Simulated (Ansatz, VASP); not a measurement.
## Be2I in VASP and in Ansatz

```
CELL_PARAMETERS angstrom
3.41774 0.00000 0.00000
0.00000 3.41774 0.00000
0.00000 0.00000 4.75570
ATOMIC_POSITIONS crystal
Be 0.50000 0.00000 0.56579
Be 0.00000 0.50000 0.43421
I 0.00000 0.00000 0.00000
```

The cell was built by a generator and needn't be a form met in nature.

Alike in both runs: task single point; functional PBE; k mesh 14 × 14 × 10; occupations gaussian, width 0.1 eV; no spin polarisation.

```csv
,VASP,Ansatz
version,VASP 6.6.1,Ansatz 0.2.0
potentials or method,"VASP PAW PBE potentials, release 64 (Be, I)","scalar-relativistic, plane waves, PAW"
plane-wave cutoff (eV),520,420
valence electrons in the cell,11,21
```

```csv
,VASP,Ansatz,Ansatz less VASP
gap on the k mesh at the Fermi level (eV),none,none,-
pressure (GPa),0.0,0.0,-0.01
```

A gap of «none» marks a metal or a gap that the smearing closes. With one functional, cell and mesh, what is left measures potentials, basis and numerics. The two sets of potentials don't hold the same shells in valence.

Caveats: an odd number of electrons without spin polarisation forces a metal; a magnetic or distorted state may lie lower. The runs have no spin-orbit coupling, so splittings on I are missing.
